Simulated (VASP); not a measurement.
Computed with LDA (Ceperley-Alder, Perdew-Zunger), VASP's LDA PAW potentials (set 64) (plane waves; VASP). Each cell was relaxed at this level.

Q: Which of these has an unstable (imaginary) mode at Γ?
(A) Pd, P6_3/mmc (194)
(B) SrGaGeH, P3m1 (156)
(C) NaHO, Cmcm (63)
(D) Pb2SeS, P4/mmm (123)

A: C, NaHO, Cmcm (63). Its optical Γ-point modes are 487i, 58, 122, 248, 257, 260, 261, 266, 290, 325, 347, 684, 974, 3619, 3654 cm⁻¹.
